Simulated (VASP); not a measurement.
OSZICAR of a VASP run on Se (trig):

File OSZICAR:
```
       N       E                     dE             d eps       ncg     rms          rms(c)
DAV:   1     0.392754227776E+02    0.39275E+02   -0.73313E+03   702   0.116E+03
DAV:   2    -0.566687890147E+02   -0.95944E+02   -0.92479E+02   919   0.180E+02
DAV:   3    -0.636919589660E+02   -0.70232E+01   -0.69684E+01   837   0.566E+01
DAV:   4    -0.637621411691E+02   -0.70182E-01   -0.70105E-01   822   0.657E+00
DAV:   5    -0.637627654015E+02   -0.62423E-03   -0.62421E-03   887   0.616E-01    0.584E+00
DAV:   6    -0.610084529973E+02    0.27543E+01   -0.37992E-01   702   0.654E+00    0.427E+00
DAV:   7    -0.587302727237E+02    0.22782E+01   -0.15814E+00   707   0.903E+00    0.213E+00
DAV:   8    -0.597337749475E+02   -0.10035E+01   -0.47581E-01   702   0.717E+00    0.116E+00
DAV:   9    -0.598777637746E+02   -0.14399E+00   -0.67708E-02   777   0.244E+00    0.564E-01
DAV:  10    -0.601643315400E+02   -0.28657E+00   -0.37385E-01   702   0.816E+00    0.454E-01
DAV:  11    -0.601939435962E+02   -0.29612E-01   -0.54650E-02   702   0.304E+00    0.318E-01
DAV:  12    -0.601957669655E+02   -0.18234E-02   -0.10433E-03   887   0.360E-01    0.329E-01
DAV:  13    -0.601989093617E+02   -0.31424E-02   -0.20283E-03   702   0.672E-01    0.377E-01
DAV:  14    -0.601955623719E+02    0.33470E-02   -0.16539E-02   702   0.195E+00    0.910E-02
DAV:  15    -0.602042678750E+02   -0.87055E-02   -0.11009E-02   702   0.166E+00    0.180E-01
DAV:  16    -0.602045775723E+02   -0.30970E-03   -0.22420E-03   722   0.706E-01    0.176E-01
DAV:  17    -0.602047639445E+02   -0.18637E-03   -0.21715E-03   702   0.693E-01    0.478E-02
DAV:  18    -0.602048433986E+02   -0.79454E-04   -0.32436E-04   702   0.251E-01    0.310E-02
DAV:  19    -0.602046457473E+02    0.19765E-03   -0.23341E-04   702   0.229E-01    0.172E-02
DAV:  20    -0.602046868748E+02   -0.41128E-04   -0.21853E-05   712   0.674E-02    0.151E-02
DAV:  21    -0.602046820594E+02    0.48154E-05   -0.21052E-05   767   0.535E-02    0.104E-02
DAV:  22    -0.602046841041E+02   -0.20447E-05   -0.59664E-06   702   0.370E-02    0.630E-03
DAV:  23    -0.602046818505E+02    0.22535E-05   -0.21138E-06   742   0.218E-02    0.358E-03
DAV:  24    -0.602046821526E+02   -0.30207E-06   -0.12431E-06   717   0.157E-02    0.230E-03
DAV:  25    -0.602046821113E+02    0.41351E-07   -0.38750E-07   732   0.875E-03
   1 F= -.60204682E+02 E0= -.60204682E+02  d E =-.602047E+02
       N       E                     dE             d eps       ncg     rms          rms(c)
DAV:   1    -0.602142299905E+02   -0.95478E-02   -0.28763E+00   702   0.110E+01    0.112E+00
DAV:   2    -0.602404027774E+02   -0.26173E-01   -0.16657E-01   797   0.395E+00    0.230E-01
DAV:   3    -0.602395269552E+02    0.87582E-03   -0.55028E-03   797   0.858E-01    0.149E-01
DAV:   4    -0.602397532317E+02   -0.22628E-03   -0.59525E-03   702   0.851E-01    0.102E-01
DAV:   5    -0.602401855269E+02   -0.43230E-03   -0.48573E-03   702   0.944E-01    0.361E-02
DAV:   6    -0.602401820636E+02    0.34634E-05   -0.15856E-03   702   0.526E-01    0.308E-02
DAV:   7    -0.602400895015E+02    0.92562E-04   -0.17029E-04   762   0.182E-01    0.497E-03
DAV:   8    -0.602401021779E+02   -0.12676E-04   -0.30122E-05   742   0.826E-02    0.483E-03
DAV:   9    -0.602400959148E+02    0.62631E-05   -0.48140E-05   702   0.111E-01    0.162E-03
DAV:  10    -0.602400914281E+02    0.44867E-05   -0.55520E-06   752   0.379E-02    0.993E-04
DAV:  11    -0.602400914330E+02   -0.48275E-08   -0.26465E-07   665   0.722E-03
   2 F= -.60240091E+02 E0= -.60240091E+02  d E =-.354093E-01
       N       E                     dE             d eps       ncg     rms          rms(c)
DAV:   1    -0.602403497172E+02   -0.25829E-03   -0.38832E-01   702   0.405E+00    0.403E-01
DAV:   2    -0.602431820612E+02   -0.28323E-02   -0.22678E-02   807   0.145E+00    0.864E-02
DAV:   3    -0.602430372719E+02    0.14479E-03   -0.81875E-04   812   0.327E-01    0.546E-02
DAV:   4    -0.602430632803E+02   -0.26008E-04   -0.80990E-04   702   0.318E-01    0.406E-02
DAV:   5    -0.602431293472E+02   -0.66067E-04   -0.64559E-04   702   0.343E-01    0.138E-02
DAV:   6    -0.602431227282E+02    0.66190E-05   -0.19221E-04   702   0.182E-01    0.111E-02
DAV:   7    -0.602431156578E+02    0.70703E-05   -0.14039E-05   787   0.519E-02    0.259E-03
DAV:   8    -0.602431170586E+02   -0.14008E-05   -0.26064E-06   737   0.247E-02    0.164E-03
DAV:   9    -0.602431170414E+02    0.17227E-07   -0.62847E-06   702   0.400E-02    0.617E-04
DAV:  10    -0.602431161895E+02    0.85183E-06   -0.91757E-07   712   0.154E-02    0.410E-04
DAV:  11    -0.602431162152E+02   -0.25683E-07   -0.29648E-08   401   0.234E-03
   3 F= -.60243116E+02 E0= -.60243116E+02  d E =-.384341E-01
       N       E                     dE             d eps       ncg     rms          rms(c)
DAV:   1    -0.602455340179E+02   -0.24178E-02   -0.87154E-02   702   0.184E+00    0.170E-01
DAV:   2    -0.602445488442E+02    0.98517E-03   -0.30235E-03   827   0.528E-01    0.878E-02
DAV:   3    -0.602447686922E+02   -0.21985E-03   -0.25086E-03   712   0.684E-01    0.307E-02
DAV:   4    -0.602448375722E+02   -0.68880E-04   -0.84065E-04   712   0.448E-01    0.158E-02
DAV:   5    -0.602450096287E+02   -0.17206E-03   -0.12759E-03   712   0.549E-01    0.152E-02
DAV:   6    -0.602447473757E+02    0.26225E-03   -0.53784E-04   702   0.337E-01    0.556E-03
DAV:   7    -0.602447521499E+02   -0.47741E-05   -0.24285E-05   782   0.630E-02    0.186E-03
DAV:   8    -0.602447519804E+02    0.16947E-06   -0.42495E-06   787   0.301E-02    0.875E-04
DAV:   9    -0.602447517768E+02    0.20363E-06   -0.23191E-06   707   0.238E-02    0.401E-04
DAV:  10    -0.602447516652E+02    0.11158E-06   -0.64999E-07   722   0.125E-02    0.179E-04
DAV:  11    -0.602447516026E+02    0.62637E-07   -0.19466E-08   411   0.208E-03
   4 F= -.60244752E+02 E0= -.60244752E+02  d E =-.163539E-02
       N       E                     dE             d eps       ncg     rms          rms(c)
DAV:   1    -0.602468068417E+02   -0.20552E-02   -0.13635E-01   702   0.230E+00    0.212E-01
DAV:   2    -0.602452668596E+02    0.15400E-02   -0.47229E-03   822   0.661E-01    0.110E-01
DAV:   3    -0.602456074440E+02   -0.34058E-03   -0.39333E-03   712   0.859E-01    0.384E-02
DAV:   4    -0.602457173923E+02   -0.10995E-03   -0.13398E-03   712   0.568E-01    0.195E-02
DAV:   5    -0.602459697017E+02   -0.25231E-03   -0.19977E-03   702   0.690E-01    0.193E-02
DAV:   6    -0.602455754401E+02    0.39426E-03   -0.85189E-04   702   0.426E-01    0.707E-03
DAV:   7    -0.602455819354E+02   -0.64952E-05   -0.41591E-05   772   0.822E-02    0.241E-03
DAV:   8    -0.602455812313E+02    0.70410E-06   -0.63688E-06   807   0.367E-02    0.110E-03
DAV:   9    -0.602455812616E+02   -0.30355E-07   -0.35687E-06   707   0.295E-02    0.558E-04
DAV:  10    -0.602455809212E+02    0.34038E-06   -0.10913E-06   722   0.162E-02    0.221E-04
DAV:  11    -0.602455808415E+02    0.79750E-07   -0.29279E-08   426   0.247E-03
   5 F= -.60245581E+02 E0= -.60245581E+02  d E =-.246463E-02
```

### Question
Which electronic solver shows in the log?

### Answer
It is blocked Davidson (ALGO = Normal, or the opening steps of other solvers). The INCAR had ALGO = Normal.

### Question
Can the final energy be trusted as converged?

### Answer
The run converged. It stopped with EDIFF = 1E-7, NELM = 100, NSW = 30 and EDIFFG = -0.01 after 5 ionic steps (SCAN meta-GGA, plane waves, VASP's PBE PAW potentials (set 64)).

The compound is Se in the trig structure. This cell is one point of a volume scan, at 1.06 of the reference volume. Symmetry was kept, so distortions that lower it aren't found.
